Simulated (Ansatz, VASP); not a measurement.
## SnO2 (amorphous SnO2) in two plane-wave programs

One calculation is typed for both programs; each brings its own data sets. How far apart do they land? Of the first pair: The cell is taken from a series of runs on this material, whose earlier steps may have relaxed, scaled, displaced or heated it; both programs get it as it stands.

Calculated with Ansatz 0.2.0; plane waves, with VASP 6.6.1 beside it; PBE.

## (1) The starting structure

The cell holds 72 atoms: 24 Sn and 48 O. Cell: a = 9.851 Å, b = 9.851 Å, c = 9.851 Å, α = 90.0°, β = 90.0°, γ = 90.0°. As first built, before any earlier steps moved the atoms or strained the cell (in the runner's words): 72 atoms (24 Sn, 48 O) placed at random at 6.03 g/cm^3, melted at 5000 K for 10 ps at fixed volume with the Morse and Coulomb pair potential with partial charges (Pedone, Malavasi, Menziani, Cormack and Segre, J. Phys. Chem. B 110, 11780 (2006)). Quenched from 5000 K to 300 K at 50 K/ps and fixed volume, held 10 ps at zero pressure, then minimised at fixed cell.

## (2) VASP: single point, PBE, pair 1

With cell and atoms fixed, the geometry can't cause a difference; cores, projectors, grids and the points listed under the comparison can.

Lines of VASP's logs that name or quote its potential files are left out, and so is its time.

Contents of INCAR:

```
SYSTEM = SnO2
PREC = Accurate
ENCUT = 600
EDIFF = 1E-06
NELM = 120
ISMEAR = 0
SIGMA = 0.01
LREAL = Auto
ALGO = Normal
GGA = PE
NBANDS = 368
LORBIT = 11
LWAVE = .FALSE.
LCHARG = .FALSE.
ISIF = 2
LASPH = .TRUE.
GGA_COMPAT = .FALSE.
EFERMI = MIDGAP
NCORE = 2
```

Contents of POSCAR:

```
SnO2
1.0
    9.8508900000      0.0000000000      0.0000000000
    0.0000000000      9.8508900000      0.0000000000
    0.0000000000      0.0000000000      9.8508900000
Sn O
24 48
Direct
    0.7229300000      0.6751800000      0.3313900000
    0.0506600000      0.2203200000      0.4223100000
    0.5102700000      0.1905000000      0.0847300000
    0.7684400000      0.4659900000      0.5753600000
    0.2379100000      0.6999200000      0.3553100000
    0.4703600000      0.6988600000      0.5903600000
    0.9880000000      0.2178500000      0.9531300000
    0.2060700000      0.4806500000      0.7555400000
    0.2183400000      0.0457400000      0.1835800000
    0.5854100000      0.9894800000      0.4904700000
    0.8104900000      0.0181500000      0.2295000000
    0.9878300000      0.7297400000      0.1154700000
    0.8243200000      0.5384700000      0.9373800000
    0.9922600000      0.6944500000      0.6407000000
    0.2458700000      0.8019300000      0.8828900000
    0.3768200000      0.2835000000      0.4428000000
    0.4954700000      0.8680400000      0.1319500000
    0.2027500000      0.9792200000      0.5968300000
    0.4622300000      0.5511000000      0.0568600000
    0.1239000000      0.4326600000      0.1827800000
    0.7955200000      0.9327400000      0.8718800000
    0.8212200000      0.1409000000      0.6261700000
    0.5235800000      0.3795700000      0.7785900000
    0.7561100000      0.3763300000      0.2115200000
    0.8661700000      0.5500800000      0.7404800000
    0.6017100000      0.9564500000      0.2813300000
    0.3773600000      0.0215700000      0.0482400000
    0.3577400000      0.3587200000      0.6421700000
    0.6507500000      0.9561400000      0.0186200000
    0.3733000000      0.1915700000      0.2433200000
    0.8477100000      0.7464300000      0.9636900000
    0.6943700000      0.1839900000      0.1921500000
    0.3567400000      0.4484500000      0.9017700000
    0.9087200000      0.8651100000      0.7105400000
    0.6183100000      0.5270300000      0.9162500000
    0.4075300000      0.9039200000      0.5672500000
    0.5486000000      0.1923700000      0.4866600000
    0.0767500000      0.3310300000      0.8099300000
    0.8287800000      0.3424200000      0.0052300000
    0.8575200000      0.8198600000      0.2530100000
    0.5480800000      0.3881100000      0.1486800000
    0.6719200000      0.0059000000      0.6866200000
    0.3407200000      0.6765400000      0.7388100000
    0.0415800000      0.0562400000      0.2913000000
    0.1396200000      0.8591200000      0.0615400000
    0.8611900000      0.6304400000      0.4859200000
    0.3840900000      0.5982400000      0.4392800000
    0.5246400000      0.2104100000      0.8889700000
    0.1323400000      0.8077700000      0.5094400000
    0.2498000000      0.1231600000      0.4638400000
    0.1509000000      0.2358800000      0.0823100000
    0.7021900000      0.3102500000      0.6938700000
    0.9140500000      0.0313700000      0.0483300000
    0.1031700000      0.6684500000      0.8274500000
    0.3172500000      0.8726300000      0.2719100000
    0.7875200000      0.0482600000      0.4379700000
    0.8751100000      0.1180900000      0.8191600000
    0.2180500000      0.9793500000      0.7956600000
    0.9548600000      0.3302400000      0.2606200000
    0.1141800000      0.5377500000      0.5843900000
    0.2916300000      0.5528800000      0.1740800000
    0.0295400000      0.5388600000      0.0289800000
    0.6779400000      0.4678800000      0.3834000000
    0.5839200000      0.5396400000      0.6465900000
    0.0652000000      0.6277700000      0.2817700000
    0.5576200000      0.6837000000      0.1993900000
    0.0267600000      0.0941000000      0.5849900000
    0.8038300000      0.5711000000      0.1624800000
    0.6312600000      0.7795300000      0.4883100000
    0.8941100000      0.3079800000      0.5231300000
    0.4122700000      0.7458400000      0.9877000000
    0.1946200000      0.3647300000      0.3728800000
```

Contents of KPOINTS:

```
Automatic mesh
0
Gamma
1 1 1
0 0 0
```

PAW data sets: Sn_d and O (PBE family, release 64).

On the command line:

```console
$ mpirun -np 8 vasp_gam
```

Numbers of over 12 decimals in the logs are rounded to 6 here.

The log of the run:

```text
[banner, memory and clock lines left out]
running    8 mpi-ranks, on    1 nodes
[...]
LDA part: xc-table for (Slater+PW92), standard interpolation
 POSCAR, INCAR and KPOINTS ok, starting setup
[...]
entering main loop
       N       E                     dE             d eps       ncg     rms          rms(c)
DAV:   1     0.186926377394E+05    0.18693E+05   -0.26884E+05   752   0.327E+03
DAV:   2     0.446985140069E+04   -0.14223E+05   -0.13585E+05   736   0.105E+03
DAV:   3     0.232411262082E+03   -0.42374E+04   -0.39619E+04   760   0.403E+02
DAV:   4    -0.466071812393E+03   -0.69848E+03   -0.67741E+03   864   0.169E+02
[...]
DAV:  16    -0.430215164277E+03   -0.14434E-04   -0.30351E-05   904   0.289E-02    0.688E-03
DAV:  17    -0.430215166407E+03   -0.21300E-05   -0.18426E-05   848   0.140E-02    0.368E-03
DAV:  18    -0.430215166078E+03    0.32858E-06   -0.11505E-06   464   0.722E-03
   1 F= -.43021517E+03 E0= -.43021517E+03  d E =0.000000E+00
```

From OUTCAR (step 2):

```text
 POSITION                                       TOTAL-FORCE (eV/Angst)
 -----------------------------------------------------------------------------------
      7.12150      6.65112      3.26449         0.008782      0.035667     -0.008667
      0.49905      2.17035      4.16013         0.012118      0.027399     -0.001685
      5.02661      1.87659      0.83467        -0.011776     -0.011485     -0.010444
      7.56982      4.59042      5.66781         0.012981     -0.002447     -0.000223
      2.34363      6.89483      3.50012        -0.015528     -0.012297      0.002525
      4.63346      6.88439      5.81557         0.033280      0.034995      0.024867
      9.73268      2.14602      9.38918        -0.014427     -0.017101     -0.009648
      2.02997      4.73483      7.44274         0.027932     -0.004681      0.000311
      2.15084      0.45058      1.80843        -0.015631     -0.011592     -0.010077
      5.76681      9.74726      4.83157         0.005679      0.021913     -0.000626
      7.98405      0.17879      2.26078         0.034949     -0.001040      0.006162
      9.73100      7.18859      1.13748         0.007743     -0.023474      0.005078
      8.12029      5.30441      9.23403         0.033544      0.001236      0.010312
      9.77464      6.84095      6.31147        -0.022982      0.026501     -0.032985
[...]
-----------------------------------------------------------------------------------
    total drift:                                0.016492      0.050231     -0.027986

  FREE ENERGIE OF THE ION-ELECTRON SYSTEM (eV)
  ---------------------------------------------------
  free  energy   TOTEN  =      -430.2151660784 eV

  energy  without entropy=     -430.2151660784  energy(sigma->0) =     -430.21516608

[... 2 further parts left out ...]
[key lines of the parts left out:]
E-fermi :   5.3020
```

The run ends at a pressure of 3.40 GPa, with forces up to 0.095 eV/Å.

## (3) Ansatz: single point, PBE, pair 1

Ansatz runs on its default PAW (the set named soft_2) files.

The same cell, functional and mesh now go to Ansatz, which takes its cutoff from its data sets.

Contents of input.yaml:

```yaml
crystal:
  lattice:
    - [9.85089, 0.0, 0.0]
    - [0.0, 9.85089, 0.0]
    - [0.0, 0.0, 9.85089]
  atoms:
    - { symbol: Sn, position: [0.72293, 0.67518, 0.33139] }
    - { symbol: Sn, position: [0.05066, 0.22032, 0.42231] }
    - { symbol: Sn, position: [0.51027, 0.1905, 0.08473] }
    - { symbol: Sn, position: [0.76844, 0.46599, 0.57536] }
    - { symbol: Sn, position: [0.23791, 0.69992, 0.35531] }
    - { symbol: Sn, position: [0.47036, 0.69886, 0.59036] }
    - { symbol: Sn, position: [0.988, 0.21785, 0.95313] }
    - { symbol: Sn, position: [0.20607, 0.48065, 0.75554] }
    - { symbol: Sn, position: [0.21834, 0.04574, 0.18358] }
    - { symbol: Sn, position: [0.58541, 0.98948, 0.49047] }
    - { symbol: Sn, position: [0.81049, 0.01815, 0.2295] }
    - { symbol: Sn, position: [0.98783, 0.72974, 0.11547] }
    - { symbol: Sn, position: [0.82432, 0.53847, 0.93738] }
    - { symbol: Sn, position: [0.99226, 0.69445, 0.6407] }
    - { symbol: Sn, position: [0.24587, 0.80193, 0.88289] }
    - { symbol: Sn, position: [0.37682, 0.2835, 0.4428] }
    - { symbol: Sn, position: [0.49547, 0.86804, 0.13195] }
    - { symbol: Sn, position: [0.20275, 0.97922, 0.59683] }
    - { symbol: Sn, position: [0.46223, 0.5511, 0.05686] }
    - { symbol: Sn, position: [0.1239, 0.43266, 0.18278] }
    - { symbol: Sn, position: [0.79552, 0.93274, 0.87188] }
    - { symbol: Sn, position: [0.82122, 0.1409, 0.62617] }
    - { symbol: Sn, position: [0.52358, 0.37957, 0.77859] }
    - { symbol: Sn, position: [0.75611, 0.37633, 0.21152] }
    - { symbol: O, position: [0.86617, 0.55008, 0.74048] }
    - { symbol: O, position: [0.60171, 0.95645, 0.28133] }
    - { symbol: O, position: [0.37736, 0.02157, 0.04824] }
    - { symbol: O, position: [0.35774, 0.35872, 0.64217] }
    - { symbol: O, position: [0.65075, 0.95614, 0.01862] }
    - { symbol: O, position: [0.3733, 0.19157, 0.24332] }
    - { symbol: O, position: [0.84771, 0.74643, 0.96369] }
    - { symbol: O, position: [0.69437, 0.18399, 0.19215] }
    - { symbol: O, position: [0.35674, 0.44845, 0.90177] }
    - { symbol: O, position: [0.90872, 0.86511, 0.71054] }
    - { symbol: O, position: [0.61831, 0.52703, 0.91625] }
    - { symbol: O, position: [0.40753, 0.90392, 0.56725] }
    - { symbol: O, position: [0.5486, 0.19237, 0.48666] }
    - { symbol: O, position: [0.07675, 0.33103, 0.80993] }
    - { symbol: O, position: [0.82878, 0.34242, 0.00523] }
    - { symbol: O, position: [0.85752, 0.81986, 0.25301] }
    - { symbol: O, position: [0.54808, 0.38811, 0.14868] }
    - { symbol: O, position: [0.67192, 0.0059, 0.68662] }
    - { symbol: O, position: [0.34072, 0.67654, 0.73881] }
    - { symbol: O, position: [0.04158, 0.05624, 0.2913] }
    - { symbol: O, position: [0.13962, 0.85912, 0.06154] }
    - { symbol: O, position: [0.86119, 0.63044, 0.48592] }
    - { symbol: O, position: [0.38409, 0.59824, 0.43928] }
    - { symbol: O, position: [0.52464, 0.21041, 0.88897] }
    - { symbol: O, position: [0.13234, 0.80777, 0.50944] }
    - { symbol: O, position: [0.2498, 0.12316, 0.46384] }
    - { symbol: O, position: [0.1509, 0.23588, 0.08231] }
    - { symbol: O, position: [0.70219, 0.31025, 0.69387] }
    - { symbol: O, position: [0.91405, 0.03137, 0.04833] }
    - { symbol: O, position: [0.10317, 0.66845, 0.82745] }
    - { symbol: O, position: [0.31725, 0.87263, 0.27191] }
    - { symbol: O, position: [0.78752, 0.04826, 0.43797] }
    - { symbol: O, position: [0.87511, 0.11809, 0.81916] }
    - { symbol: O, position: [0.21805, 0.97935, 0.79566] }
    - { symbol: O, position: [0.95486, 0.33024, 0.26062] }
    - { symbol: O, position: [0.11418, 0.53775, 0.58439] }
    - { symbol: O, position: [0.29163, 0.55288, 0.17408] }
    - { symbol: O, position: [0.02954, 0.53886, 0.02898] }
    - { symbol: O, position: [0.67794, 0.46788, 0.3834] }
    - { symbol: O, position: [0.58392, 0.53964, 0.64659] }
    - { symbol: O, position: [0.0652, 0.62777, 0.28177] }
    - { symbol: O, position: [0.55762, 0.6837, 0.19939] }
    - { symbol: O, position: [0.02676, 0.0941, 0.58499] }
    - { symbol: O, position: [0.80383, 0.5711, 0.16248] }
    - { symbol: O, position: [0.63126, 0.77953, 0.48831] }
    - { symbol: O, position: [0.89411, 0.30798, 0.52313] }
    - { symbol: O, position: [0.41227, 0.74584, 0.9877] }
    - { symbol: O, position: [0.19462, 0.36473, 0.37288] }
kpoints:
  mp_grid: { grid: [1, 1, 1] }
hamiltonian:
  xc: pbe
scf:
  occupations: { method: fixed }
output:
  forces: true
  stress: true
  populations: true
  dos:
    method: { smearing: { sigma: 0.08 } }
    de: 0.1
    projected: { site_lists: { O: [O], Sn: [Sn] } }
  eigenvalues: true
  write_density: true
  write_potential: true
  volumetric_format: npy
  elf: true
```

On the command line:

```console
$ ansatz run input.yaml --threads 4 --pin off --max-ram 8192MiB --backend cpu --events-out ev --progress --plain --runs-dir out
```

The log of the run:

```text
Engine: ansatz 0.2.0, x86_64-unknown-linux-gnu
Pseudopotentials: kind: paw
Pseudopotential: Sn, paw, valence charge 14, recommended cutoff 420 eV (normal), Sn.paw.azcp
Pseudopotential: O, paw, valence charge 6, recommended cutoff 420 eV (normal), O.paw.azcp
Functional definition: PBE
  parameter kappa = 0.804
  parameter beta = 0.066725
  exchange = pbe_x(kappa = kappa, mu = beta*pi^2/3)
  correlation = pbe_c(beta = beta)
Crystal: 72 atoms, lattice volume = 955.931 Å³
Basis set: ecut = 420 eV, 18805 PW (Γ), exchange–correlation on 144×144×144 points (8 copies of the dense FFT grid, shifted against one another)
Bands: 384, of which v1, the nominal top of the filled ones, is band 312 counted from 1 (311 counted from 0)
Symmetry: 1 space group operations
Space group: P1 (ITA 1), of the structure as read, at distance tolerance 9.9e-5 Å
k-points: 1
Non-local potential: Sn, projectors of the file, l = 0: 2, l = 1: 2, l = 2: 2, l = 3: 2
Non-local potential: O, projectors of the file, l = 0: 2, l = 1: 2, l = 2: 1
PAW form: soft (Blöchl's): semilocal exchange-correlation on the pseudo side does not see the compensation charge
PAW one-centre angular grid: Sn, 590 points (default); XC on 64 Gauss nodes
PAW one-centre angular grid: O, 110 points (default); XC on 64 Gauss nodes
Initial density: superposition of atomic densities (neutral atoms: chi_scale 0, normalization atom), corrected by the library's trained network
Initial wavefunctions: pseudopotential atomic-orbital guess
Functional: x = pbe(κ = 0.804, μ = 0.219515), c = pbe(β = 0.066725)
SCF iter   1: F=—  HF=-171798.092768 eV  |F-HF|=—  |Δ(HF+E_count)|=         —  Δρ=4.06e-3  dr2=1.24e-1  ethr=1.77e-3  ⟨swp⟩=4.0  Hψ=1315  notcnv=0  defer=69
preconditioner: auto → Resta (q_TF=auto, 2.541 Å⁻¹)  ε∞=3.6  [insulator: Δε(μ)=0.469 eV  Ē_g=18.651 eV  n_scr=250 (ndim 8)  ℏωp=30.0 eV  f_vac=0.083  ε∞_Penn≈3.6]
SCF iter   2: F=—  HF=-171798.096546 eV  |F-HF|=—  |Δ(HF+E_count)|=   3.78e-3  Δρ=2.16e-3  dr2=2.54e-2  ethr=1.98e-5  ⟨swp⟩=2.0  Hψ=636  notcnv=0  defer=70
SCF iter   3: F=—  HF=-171798.096283 eV  |F-HF|=—  |Δ(HF+E_count)|=   2.63e-4  Δρ=1.02e-3  dr2=9.01e-3  ethr=4.06e-6  ⟨swp⟩=2.0  Hψ=488  notcnv=0  defer=70
SCF iter   4: F=—  HF=-171798.096720 eV  |F-HF|=—  |Δ(HF+E_count)|=   4.36e-4  Δρ=3.67e-4  dr2=1.40e-3  ethr=1.44e-6  ⟨swp⟩=2.0  Hψ=476  notcnv=0  defer=70
SCF iter   5: F=—  HF=-171798.096726 eV  |F-HF|=—  |Δ(HF+E_count)|=   6.35e-6  Δρ=1.59e-4  dr2=2.43e-4  ethr=2.24e-7  ⟨swp⟩=2.0  Hψ=474  notcnv=0  defer=69
SCF iter   6: F=—  HF=-171798.096834 eV  |F-HF|=—  |Δ(HF+E_count)|=   1.07e-4  Δρ=9.24e-5  dr2=8.22e-5  ethr=3.90e-8  ⟨swp⟩=2.0  Hψ=486  notcnv=0  defer=68
SCF iter   7: F=—  HF=-171798.097742 eV  |F-HF|=—  |Δ(HF+E_count)|=   9.08e-4  Δρ=2.92e-5  dr2=9.16e-6  ethr=1.32e-8  ⟨swp⟩=2.0  Hψ=470  notcnv=0  defer=68
SCF iter   8: F=—  HF=-171798.097749 eV  |F-HF|=—  |Δ(HF+E_count)|=   7.13e-6  Δρ=1.94e-5  dr2=3.96e-6  ethr=1.47e-9  ⟨swp⟩=2.0  Hψ=486  notcnv=0  defer=68
SCF iter   9: F=—  HF=-171798.097750 eV  |F-HF|=—  |Δ(HF+E_count)|=   1.66e-6  Δρ=8.69e-6  dr2=8.18e-7  ethr=6.34e-10  ⟨swp⟩=2.0  Hψ=486  notcnv=0  defer=68
SCF iter  10: F=—  HF=-171798.097751 eV  |F-HF|=—  |Δ(HF+E_count)|=   2.99e-7  Δρ=3.97e-6  dr2=1.63e-7  ethr=1.31e-10  ⟨swp⟩=2.0  Hψ=486  notcnv=0  defer=68
SCF iter  11: F=-171798.097751 eV  HF=-171798.097751 eV  |F-HF|=2.22e-8  |Δ(HF+E_count)|=   1.03e-7  Δρ=1.78e-6  dr2=3.21e-8  ethr=1.60e-11  ⟨swp⟩=19.0  Hψ=3203  notcnv=0
SCF 1 converged in 11 iterations: F = -171798.097751 eV  dr2 = 3.21e-8
  greatest PAW one-centre occupation: 0.996 electrons in one spin orbital (limit 2), on the Sn atom at site 16 (counted from 0), in its partial waves of l = 2
SCF converged after 11 iterations
Free energy (F): -171798.097751 eV
Harris-Foulkes:  -171798.097751 eV  (|F-HF|=2.22e-8)
Internal energy: -171798.097751 eV  (E = F + TS)
E sigma→0 (E₀):  -171798.097751 eV
Fermi energy:    8.119134 eV
--- Per-component energies (eV) ---
  E_band       = -2337.369092
  E_kinetic    = 12936.022527
  E_local      = -41281.457287  (includes V_loc(G=0)·N_el)
  E_nonlocal   = 1604.607214
  E_hartree    = 20893.437590
  E_xc         = -12645.974003
  E_vxc        = -6746.645773  (∫ρ·V_xc dr)
  E_paw        = -107116.713208  (= ΣΔE_a)
  E_vpaw       = -10636.877488  (= ΣTr[D̂ρ^β])
  E_aug_tail   = 0.116629  (compensation charges beyond the density's cutoff)
  E_ewald      = -46188.137212
  E_smearing   = -0.000000  (= −TS)
  E_closure    = 0.000000  (closes the sum)
  Σ components = -171798.097751   (vs F -171798.097751, Δ=0.00e0)
--- Forces (eV/Å), atoms counted from 1 ---
  atom   1  Sn     0.01152159     0.01852585     0.00582176
  atom   2  Sn     0.00840651     0.00410961    -0.01279919
  atom   3  Sn    -0.01516603     0.00409726     0.00067595
  atom   4  Sn    -0.00051399     0.00118206     0.00289541
[...]
atom  15  Sn    -0.00595022    -0.00287448     0.00654152
  atom  16  Sn     0.00247788    -0.00036285    -0.01097377
  atom  17  Sn    -0.02501817    -0.00646347     0.00739897
  atom  18  Sn     0.00037368    -0.01222718    -0.01611693
  atom  19  Sn     0.00353507     0.00430464     0.01331700
  atom  20  Sn     0.00044514     0.00301416    -0.00492901
  atom  21  Sn    -0.01362791     0.00297512     0.00391529
  atom  22  Sn    -0.03097271    -0.01625185    -0.00403551
  atom  23  Sn    -0.00378618    -0.00299873    -0.01043322
  atom  24  Sn     0.01003063    -0.00201107    -0.00455085
  atom  25  O     -0.00220292    -0.00148644     0.00093585
  atom  26  O      0.00297730    -0.01249637     0.01703958
  atom  27  O      0.00802219     0.00386909     0.00845732
  atom  28  O     -0.00681897    -0.00326580     0.00925284
  atom  29  O      0.00321711    -0.01597989    -0.03329848
  atom  30  O      0.00000453     0.01867114     0.00996197
  atom  31  O     -0.02006797     0.00398555     0.00007837
  atom  32  O      0.00496040     0.00661904    -0.00507537
  atom  33  O      0.02260468    -0.00203093     0.01777315
  atom  34  O      0.01335525    -0.01470628     0.00089276
[...]
atom  65  O      0.00264646     0.00105509     0.01002824
  atom  66  O      0.00533736    -0.00028219    -0.00949536
  atom  67  O      0.01792445    -0.00127069     0.00128074
  atom  68  O     -0.01184631    -0.00548775    -0.00512563
  atom  69  O     -0.00322270    -0.01198565     0.00493999
  atom  70  O      0.00223821     0.00703502     0.00691797
  atom  71  O      0.01704928     0.00346590     0.00533422
  atom  72  O     -0.00897869    -0.00167729     0.00093885
  max |Σ_I F_I| component: 2.91e-5 eV/Å
--- Stress (GPa, compression-positive) ---
        2.448289       0.655789       1.042911
        0.655789       3.072826      -1.563433
        1.042911      -1.563433       3.657839
  P = ⅓ Tr σ = 3.0597 GPa (30.597 kbar)
--- Band table (eV) ---
  k-point 0: bands = [... 308 lower, 7.8605, 8.0502, 8.0776, 8.1191, 8.5908, 10.8231, 11.0149, 11.2661, ... 68 higher]
--- Löwdin populations: 72 sites ---
  site symbol       q [e]
     0     Sn     12.2830
     1     Sn     12.2949
     2     Sn     12.3009
     3     Sn     12.2637
     4     Sn     12.3111
     5     Sn     12.2895
     6     Sn     12.3034
     7     Sn     12.3311
     8     Sn     12.3540
     9     Sn     12.2989
    10     Sn     12.3143
    11     Sn     12.3110
    12     Sn     12.2826
    13     Sn     12.3104
    14     Sn     12.2936
    15     Sn     12.3027
    16     Sn     12.3083
    17     Sn     12.2696
    18     Sn     12.2865
    19     Sn     12.3261
    20     Sn     12.3115
    21     Sn     12.2606
    22     Sn     12.2935
    23     Sn     12.2858
[...]
64      O      6.7498
    65      O      6.7970
    66      O      6.7804
    67      O      6.8090
    68      O      6.7766
    69      O      6.7876
    70      O      6.7834
    71      O      6.7463
  spilling = 0.005151 (of n_electrons = 624.000000)
```

(Part 1 of 3 ends here.)

[Lines on the potential files, build, host, timing and source positions are cut from VASP's logs without a mark.]

[Logs are printed without paths, hosts, clocks, repeated set-up lines and the standing remarks that a program may print on its own settings, such as how far it seeks lower states.]

[Hosts, paths, dates, database ids (printed as entryN), source tags and the programs' standing remarks are cut or masked in the printed files.]
